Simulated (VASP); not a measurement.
# SiC (F-43m) in VASP: notebook, part 2 of 2

VASP 6.6.1. Earlier steps stand in the parts before.

### 3 Optical spectrum, PBE

INCAR reads:

```
ALGO = Normal
CSHIFT = 0.1
EDIFF = 1E-7
ENCUT = 520
GGA = PE
ISIF = 2
ISMEAR = 0
LASPH = True
LCHARG = False
LOPTICS = True
LREAL = False
LWAVE = False
NBANDS = 28
NEDOS = 2000
NELM = 100
PREC = Accurate
SIGMA = 0.02
```

KPOINTS reads:

```
k-points
0
Gamma
  18 18 18
```

POSCAR reads:

```
SiC                                     
1.0
    0.0000000000      2.1897021500      2.1897021500
    2.1897021500      0.0000000000      2.1897021500
    2.1897021500      2.1897021500      0.0000000000
  Si              C             
     1     1
Direct
     0.0000000000000000    0.0000000000000000    0.0000000000000000
     0.2500000000000000    0.2500000000000000    0.2500000000000000
```

Potentials or basis: VASP PAW PBE potentials, release 64 (Si, C).

Run with:

```sh
> cat potpaw_PBE.64/Si/POTCAR potpaw_PBE.64/C/POTCAR > POTCAR
> mpirun -np 1 vasp_std > vasp.out
```

OUTCAR:

```text
EDIFF = 1E-7
   ENCUT = 520
   GGA = PE
   ISIF = 2
   ISMEAR = 0
   LASPH = True
   LREAL = False
   NELM = 100
   PREC = Accurate

 ion  position               nearest neighbor table
   1  0.000  0.000  0.000-   2 1.90   2 1.90   2 1.90   2 1.90
   2  0.250  0.250  0.250-   1 1.90   1 1.90   1 1.90   1 1.90

  LATTYP: Found a face centered cubic cell.
 ALAT       =     4.3794043000

  Lattice vectors:

 A1 = (   0.0000000000,   2.1897021500,   2.1897021500)
 A2 = (   2.1897021500,   0.0000000000,   2.1897021500)
 A3 = (   2.1897021500,   2.1897021500,   0.0000000000)

Analysis of symmetry for initial positions (statically):
=====================================================================
 Subroutine PRICEL returns:
 Original cell was already a primitive cell.

 Routine SETGRP: Setting up the symmetry group for a
 face centered cubic supercell.

 Subroutine GETGRP returns: Found 24 space group operations
 (whereof 24 operations were pure point group operations)
 out of a pool of 48 trial point group operations.

The static configuration has the point symmetry T_d .

Analysis of symmetry for dynamics (positions and initial velocities):
=====================================================================
 Subroutine PRICEL returns:
 Original cell was already a primitive cell.

 Routine SETGRP: Setting up the symmetry group for a
 face centered cubic supercell.

 Subroutine GETGRP returns: Found 24 space group operations
 (whereof 24 operations were pure point group operations)
 out of a pool of 48 trial point group operations.

The dynamic configuration has the point symmetry T_d .

 Subroutine INISYM returns: Found 24 space group operations
 (whereof 24 operations are pure point group operations),
 and found     1 'primitive' translations

----------------------------------------------------------------------------------------

                                     Primitive cell

  volume of cell :      20.9983

  direct lattice vectors                    reciprocal lattice vectors
     0.000000000  2.189702150  2.189702150    -0.228341558  0.228341558  0.228341558
     2.189702150  0.000000000  2.189702150     0.228341558 -0.228341558  0.228341558
     2.189702150  2.189702150  0.000000000     0.228341558  0.228341558 -0.228341558

  length of vectors
[... 128 lines left out ...]

  energy without entropy =      -15.06098421  energy(sigma->0) =      -15.06098421

 E-fermi :   8.0323     XC(G=0): -11.2922

 val. band max:        7.9426888001   @ k =   0.0000   0.0000   0.0000
 cond. band min:       9.3132306150   @ k =   0.5000   0.5000   0.0000
 fundamental gap:      1.3705418148
 Fermi energy:         8.0322716978

 k-point     1 :       0.0000    0.0000    0.0000
  band No.  band energies     occupation
      1      -7.3456      2.00000
      2       7.9427      2.00000
      3       7.9427      2.00000
      4       7.9427      2.00000
      5      14.0045      0.00000
      6      15.1488      0.00000
[... 433 lines left out ...]
      3       6.8967      2.00000
      4       7.5429      2.00000
      5      14.0340      0.00000
      6      15.6508      0.00000
[... 8 lines left out ...]
     15      35.0925      0.00000
     16      37.5189      0.00000

 [... further k-points ...]

 [bands above 16 left out]

------------------------ aborting loop because EDIFF is reached ----------------------------------------

  FORCE on cell =-STRESS in cart. coord.  units (eV):
  Direction    XX          YY          ZZ          XY          YZ          ZX
  --------------------------------------------------------------------------------------
  -------------------------------------------------------------------------------------
  Total       -0.0003866     -0.0003866     -0.0003866      0.0000000      0.0000000     -0.0000000
  in kB       -0.0295012     -0.0295012     -0.0295012      0.0000000      0.0000000     -0.0000000
  external PRESSURE =      -0.0295012 kB  Pullay stress =       0.0000000 kB

 VOLUME and BASIS-vectors are now :
 -----------------------------------------------------------------------------
  energy-cutoff  :      520.00
  volume of cell :       21.00
      direct lattice vectors                 reciprocal lattice vectors
     0.000000000  2.189702150  2.189702150    -0.228341558  0.228341558  0.228341558
     2.189702150  0.000000000  2.189702150     0.228341558 -0.228341558  0.228341558
     2.189702150  2.189702150  0.000000000     0.228341558  0.228341558 -0.228341558

 POSITION                                       TOTAL-FORCE (eV/Angst)
 -----------------------------------------------------------------------------------
      0.00000      0.00000      0.00000        -0.000000     -0.000000      0.000000
      1.09485      1.09485      1.09485         0.000000      0.000000     -0.000000
 -----------------------------------------------------------------------------------
    total drift:                                0.000000      0.000000      0.000000

  FREE ENERGIE OF THE ION-ELECTRON SYSTEM (eV)
  ---------------------------------------------------
  free  energy   TOTEN  =       -15.0609842092 eV

  energy  without entropy=      -15.0609842092  energy(sigma->0) =      -15.06098421

 electrical conductivity sigma (Mega S m-1) (frequency dependency in vasprun.xml)
  --------------------------------------------------------------------------------------
       0.000       0.000      -0.000
       0.000       0.000       0.000
      -0.000       0.000       0.000

  frequency dependent IMAGINARY DIELECTRIC FUNCTION (independent particle, no local field effects) density-density
     E(ev)      X         Y         Z        XY        YZ        ZX
  --------------------------------------------------------------------------------------------------------------
     0.00000     0.00000     0.00000     0.00000     0.00000     0.00000     0.00000
     0.89911     0.02250     0.02250     0.02250     0.00000    -0.00000    -0.00000
     1.79821     0.05075     0.05075     0.05075     0.00000    -0.00000    -0.00000
     2.69732     0.09567     0.09567     0.09567     0.00000    -0.00000    -0.00000
     3.59642     0.19352     0.19352     0.19352     0.00000    -0.00000    -0.00000
     4.49553     1.02338     1.02338     1.02338     0.00000    -0.00000    -0.00000
[... 92 lines left out ...]
    88.11230     0.00015     0.00015     0.00015     0.00000    -0.00000     0.00000
    89.01141     0.00015     0.00015     0.00015     0.00000    -0.00000     0.00000

  frequency dependent      REAL DIELECTRIC FUNCTION (independent particle, no local field effects) density-density
     E(ev)        X           Y           Z          XY          YZ          ZX
  --------------------------------------------------------------------------------------------------------------
     0.00000     7.23061     7.23061     7.23061     0.00000    -0.00000    -0.00000
     0.89911     7.32976     7.32976     7.32976     0.00000     0.00000    -0.00000
     1.79821     7.65157     7.65157     7.65157     0.00000     0.00000    -0.00000
     2.69732     8.28927     8.28927     8.28927     0.00000     0.00000    -0.00000
     3.59642     9.51451     9.51451     9.51451     0.00000     0.00000    -0.00000
     4.49553    12.64361    12.64361    12.64361     0.00000     0.00000    -0.00000
[... 92 lines left out ...]
    88.11230     0.93580     0.93580     0.93580    -0.00000    -0.00000     0.00000
    89.01141     0.93716     0.93716     0.93716    -0.00000    -0.00000     0.00000

  frequency dependent IMAGINARY DIELECTRIC FUNCTION (independent particle, no local field effects) current-current
     E(ev)      X         Y         Z        XY        YZ        ZX
  --------------------------------------------------------------------------------------------------------------
     0.00000    27.71719    27.71719    27.71719    -0.00000    -0.00000     0.00000
     0.89911     1.43030     1.43030     1.43030    -0.00000    -0.00000     0.00000
     1.79821     0.79043     0.79043     0.79043     0.00000    -0.00000     0.00000
     2.69732     0.63605     0.63605     0.63605     0.00000    -0.00000     0.00000
     3.59642     0.66691     0.66691     0.66691     0.00000    -0.00000     0.00000
     4.49553     1.54155     1.54155     1.54155     0.00000    -0.00000     0.00000
[... 92 lines left out ...]
    88.11230     0.00001     0.00001     0.00001     0.00000     0.00000    -0.00000
    89.01141     0.00001     0.00001     0.00001     0.00000     0.00000    -0.00000

  frequency dependent      REAL DIELECTRIC FUNCTION (independent particle, no local field effects) current-current
     E(ev)        X           Y           Z          XY          YZ          ZX
  --------------------------------------------------------------------------------------------------------------
     0.00000     7.22510     7.22510     7.22510     0.00000    -0.00000     0.00000
     0.89911     7.32381     7.32381     7.32381     0.00000    -0.00000     0.00000
     1.79821     7.64493     7.64493     7.64493     0.00000    -0.00000     0.00000
     2.69732     8.28107     8.28107     8.28107     0.00000    -0.00000     0.00000
     3.59642     9.50245     9.50245     9.50245     0.00000    -0.00000     0.00000
     4.49553    12.59605    12.59605    12.59605    -0.00000    -0.00000     0.00000
[... 92 lines left out ...]
    88.11230     0.93581     0.93581     0.93581    -0.00000     0.00000    -0.00000
    89.01141     0.93717     0.93717     0.93717    -0.00000     0.00000    -0.00000
```

stdout:

```text
POSCAR found type information on POSCAR SiC
 POSCAR found :  2 types and       2 ions
 scaLAPACK will be used
 LDA part: xc-table for (Slater+PW92), standard interpolation
 POSCAR, INCAR and KPOINTS ok, starting setup
 FFT: planning ... GRIDC
 FFT: planning ... GRID_SOFT
 FFT: planning ... GRID
 WAVECAR not read
 entering main loop
 optical routines
 imaginary and real dielectric function
 recalculating local potential from charge density
 direction            1
 direction            2
 direction            3
```

It took 98 s on 1 thread of AMD EPYC 7R13 (Zen 3), shared host; peak memory 0.21 GiB.

Results:

* Free energy: -15.0610 eV
* Pressure: 0.0 GPa
* Band gap on the k mesh: 1.37 eV, indirect (least direct gap 4.53 eV)

Dielectric function (mean over the directions given):
```
energy (eV)  real part  imaginary part
       0.27       7.24            0.01
       1.26       7.43            0.03
       2.34       7.99            0.07
       3.33       9.05            0.15
       4.41      12.14            0.69
       5.39      15.05            5.51
       6.47      14.36           20.75
       7.46       0.81           12.96
       8.54      -2.92           12.31
       9.53      -4.57            7.38
      10.61      -2.89            4.43
      11.60      -3.23            2.41
      12.68      -2.44            2.12
      13.67      -1.94            1.41
      14.75      -1.55            1.33
      15.73      -1.48            0.77
      16.81      -0.99            0.58
      17.80      -0.70            0.47
      18.88      -0.54            0.33
      19.96      -0.28            0.27
```

Caveat: independent-particle spectra lack excitons.

### 4 Born charges and dielectric tensor, PBE

INCAR reads:

```
ALGO = Normal
EDIFF = 1E-8
ENCUT = 520
GGA = PE
IBRION = 8
ISIF = 2
ISMEAR = 0
LASPH = True
LCHARG = False
LEPSILON = True
LREAL = False
LWAVE = False
NELM = 100
NSW = 1
PREC = Accurate
SIGMA = 0.02
```

KPOINTS reads:

```
k-points
0
Gamma
  12 12 12
```

POSCAR is that of step 3.

Potentials or basis: VASP PAW PBE potentials, release 64 (Si, C).

Run with:

```sh
> cat potpaw_PBE.64/Si/POTCAR potpaw_PBE.64/C/POTCAR > POTCAR
> mpirun -np 1 vasp_std > vasp.out
```

OUTCAR:

```text
EDIFF = 1E-8
   ENCUT = 520
   GGA = PE
   IBRION = 8
   ISIF = 2
   ISMEAR = 0
   LASPH = True
   LEPSILON = True
   LREAL = False
   NELM = 100
   NSW = 1
   PREC = Accurate

 ion  position               nearest neighbor table
   1  0.000  0.000  0.000-   2 1.90   2 1.90   2 1.90   2 1.90
   2  0.250  0.250  0.250-   1 1.90   1 1.90   1 1.90   1 1.90

  LATTYP: Found a face centered cubic cell.
 ALAT       =     4.3794043000

  Lattice vectors:

 A1 = (   0.0000000000,   2.1897021500,   2.1897021500)
 A2 = (   2.1897021500,   0.0000000000,   2.1897021500)
 A3 = (   2.1897021500,   2.1897021500,   0.0000000000)

Analysis of symmetry for initial positions (statically):
=====================================================================
 Subroutine PRICEL returns:
 Original cell was already a primitive cell.

 Routine SETGRP: Setting up the symmetry group for a
[... 564 lines left out ...]

 SECOND DERIVATIVES (NOT SYMMETRIZED)
 ------------------------------------
               1X          1Y          1Z          2X          2Y          2Z
  1X   -18.578342    0.000000    0.000000   18.578342    0.000000    0.000000
  1Y     0.000000  -18.578342    0.000000    0.000000   18.578342    0.000000
  1Z     0.000000    0.000000  -18.578342    0.000000    0.000000   18.578342
  2X    18.585128    0.000000    0.000000  -18.585128    0.000000    0.000000
  2Y     0.000000   18.585128    0.000000    0.000000  -18.585128    0.000000
  2Z     0.000000    0.000000   18.585128    0.000000    0.000000  -18.585128

 Eigenvectors and eigenvalues of the dynamical matrix
 ----------------------------------------------------

   1 f  =   23.234508 THz   145.986719 2PiTHz  775.019764 cm-1    96.090161 meV
             X         Y         Z           dx          dy          dz
      0.000000  0.000000  0.000000     0.000000    0.547247    0.000000
      1.094851  1.094851  1.094851     0.000000   -0.836971    0.000000
[... 21 lines left out ...]
   6 f/i=    0.001943 THz     0.012211 2PiTHz    0.064825 cm-1     0.008037 meV
             X         Y         Z           dx          dy          dz
      0.000000  0.000000  0.000000     0.000000    0.000000    0.836971
      1.094851  1.094851  1.094851     0.000000    0.000000    0.547247

--------------------------------------------------------------------------------------------------------

 MACROSCOPIC STATIC DIELECTRIC TENSOR IONIC CONTRIBUTION
 ------------------------------------------------------
           3.339947    -0.000000     0.000000
          -0.000000     3.339947    -0.000000
           0.000000    -0.000000     3.339947
 ------------------------------------------------------

 ELASTIC MODULI CONTR FROM IONIC RELAXATION (kBar)
 Direction    XX          YY          ZZ          XY          YZ          ZX
 --------------------------------------------------------------------------------
 XX          -0.0000      0.0000      0.0000     -0.0000      0.0000     -0.0000
 YY           0.0000     -0.0000     -0.0000     -0.0000     -0.0000     -0.0000
 ZZ           0.0000     -0.0000     -0.0000      0.0000     -0.0000     -0.0000
 XY          -0.0000     -0.0000      0.0000   -211.7730      0.0000      0.0000
 YZ           0.0000     -0.0000     -0.0000      0.0000   -211.7730     -0.0000
 ZX          -0.0000     -0.0000     -0.0000      0.0000     -0.0000   -211.7730
 --------------------------------------------------------------------------------

 PIEZOELECTRIC TENSOR IONIC CONTR  for field in x, y, z        (C/m^2)
          XX          YY          ZZ          XY          YZ          ZX
  --------------------------------------------------------------------------------
  x    -0.00000     0.00000     0.00000    -0.00000     0.79137     0.00000
  y     0.00000     0.00000     0.00000    -0.00000     0.00000     0.79137
  z     0.00000     0.00000    -0.00000     0.79137     0.00000    -0.00000
```

OSZICAR:

```text
N       E                     dE             d eps       ncg     rms          rms(c)
DAV:   1     0.516827450344E+01    0.51683E+01   -0.40773E+03  1192   0.844E+02
DAV:   2    -0.164912907737E+02   -0.21660E+02   -0.20861E+02  1704   0.108E+02
DAV:   3    -0.168740806951E+02   -0.38279E+00   -0.38279E+00  1368   0.177E+01
DAV:   4    -0.168752510216E+02   -0.11703E-02   -0.11703E-02  1800   0.105E+00
[... 13 lines left out ...]
RMM:   7    -0.124592465539E+00    0.58353E-05    0.42640E-09  7730   0.121E-03    0.111E-04
RMM:   8    -0.124593954736E+00   -0.14892E-05   -0.10892E-08  7869   0.249E-04    0.347E-05
RMM:   9    -0.124593911016E+00    0.43719E-07   -0.80301E-09  8006   0.856E-05    0.439E-06
RMM:  10    -0.124593902685E+00    0.83313E-08   -0.17283E-08  8161   0.181E-05    0.324E-06
 Linear response finished
```

stdout:

```text
POSCAR found type information on POSCAR SiC
 POSCAR found :  2 types and       2 ions
 scaLAPACK will be used
 LDA part: xc-table for (Slater+PW92), standard interpolation
 POSCAR, INCAR and KPOINTS ok, starting setup
 FFT: planning ... GRIDC
 FFT: planning ... GRID_SOFT
 FFT: planning ... GRID
 WAVECAR not read
 entering main loop
[... 23 lines left out ...]
  Direction:   3
 dielectric tensor                  component  3 :     0.933     1.498     7.012
 Linear response DOF=           2
 Linear response progress:
 first order change of Fermi-energy  -0.12610E-01
 force on displaced ion       1 direction 1 : -18.578   0.000   0.000
 Born effective charge ion    1 direction 1 :   2.683   0.000   0.000
 Linear response progress:
 first order change of Fermi-energy   0.14055E-01
 force on displaced ion       2 direction 1 : -18.585  -0.000  -0.000
 Born effective charge ion    2 direction 1 :  -2.685   0.000   0.000
 Born effective charges drift removed
 Linear response finished
```

Run time: 4.6 min. Hardware: 1 thread of AMD EPYC 7R13 (Zen 3), shared host; peak memory 0.22 GiB.

What came out:

```yaml
Band_gap_on_the_k_mesh: 1.37 eV, indirect (least direct gap 4.53 eV)
Electronic_dielectric_tensor_diagonal: 7.01
Born_charges_mean_of_the_diagonal: Si +2.68; C -2.68 e
Highest_phonon_frequency_at_Γ_LO-TO_splitting_left_out: 775 cm⁻¹
```

Levels at points of the mesh, in eV from the valence-band top:
```tsv
k point	band 2	band 3	band 4	band 5	band 6	band 7
(0.00, 0.00, 0.00)	0.00	0.00	0.00	6.06	7.21	7.21
(0.50, 0.00, 0.00)	-8.45	-1.05	-1.05	5.30	7.17	7.17
(0.50, 0.50, 0.00)	-7.75	-3.16	-3.16	1.37	4.27	13.86
```

Phonon frequencies in cm⁻¹ (negative: imaginary):
| q point | frequencies |
| --- | --- |
| (0.000, 0.000, 0.000) | 0 0 0 775 775 775 |

Electronic dielectric tensor:
```
7.01 0.00 0.00
0.00 7.01 0.00
0.00 0.00 7.01
```

Born effective charge tensors (e):
atom 1, Si
```
2.68 0.00 0.00
0.00 2.68 0.00
0.00 0.00 2.68
```
atom 2, C
```
-2.68  0.00  0.00
 0.00 -2.68  0.00
 0.00  0.00 -2.68
```

### 5 Overview

```csv
task,k mesh,gap on the mesh (eV)
band structure,12 × 12 × 12,1.37
optical spectrum,18 × 18 × 18,1.37
Born charges and dielectric tensor,12 × 12 × 12,1.37
```

Alike in all rows: level PBE; potentials or basis VASP PAW PBE potentials, release 64 (Si, C); no spin polarisation; cell as given; cutoff (eV) 520; smearing gaussian 0.02 eV.

On the cell as given the gap runs from 1.37 eV (PBE) to 1.37 eV (PBE); the meshes differ, which moves gaps too.

Caveats: independent-particle spectra lack excitons (some runs).

Total energies depend on the potentials used, so only differences within one code and one set of settings carry meaning.

### 6 Comparison with measurements

Step 2. A measured gap of SiC is 2.4 eV (indirect; quoted in “Insight into the structural, elastic and electronic properties of a new orthorhombic 6O-SiC polytype”, 2020, pmc:7200658); the calculated 1.37 eV misses it by -1.03 eV. The value is that of PBE, without temperature or zero-point motion. Semilocal functionals fall short of measured gaps as a rule.

Step 3. Against the measured gap of SiC, 2.4 eV (indirect; quoted in “Insight into the structural, elastic and electronic properties of a new orthorhombic 6O-SiC polytype”, 2020, pmc:7200658), the calculated 1.37 eV is off by -1.03 eV. The value is that of PBE on a finite k mesh, which can miss the band edges, without temperature or zero-point motion. Semilocal functionals fall short of measured gaps as a rule.

Step 4. Against the measured gap of SiC, 2.4 eV (indirect; quoted in “Insight into the structural, elastic and electronic properties of a new orthorhombic 6O-SiC polytype”, 2020, pmc:7200658), the calculated 1.37 eV is off by -1.03 eV. The value is that of PBE on a finite k mesh, which can miss the band edges, without temperature or zero-point motion. Semilocal functionals fall short of measured gaps as a rule. Against the measured high-frequency dielectric constant of SiC, 6.49 (quoted in “Infrared properties of SiC particles”, 1999, arxiv:astro-ph/9903031), the calculated 7.01 is off by +8.0 %.
